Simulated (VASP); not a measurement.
Consider the following.

```
YN
1.0
    0.00000     2.40183     2.40183
    2.40183     0.00000     2.40183
    2.40183     2.40183     0.00000
Y N
1 1
Direct
  0.00000   0.00000   0.00000
  0.50000   0.50000   0.50000
```

Level of theory: PW91 GGA, VASP's PBE PAW potentials (set 64) (plane waves; VASP). Numerical set-up: 520 eV cut-off, 9×9×9 Γ-centred mesh, Gaussian smearing of 0.050 eV, potentials Y_sv N.

Task: Give the stress tensor in GPa (positive for a compressed cell).

Result: 
```
11.29   0.00   0.00
 0.00  11.29   0.00
 0.00   0.00  11.29
```
The pressure is its mean diagonal, 11.29 GPa.

The compound is YN in the rock salt structure. This cell is one point of a volume scan, at 0.94 of the reference volume.
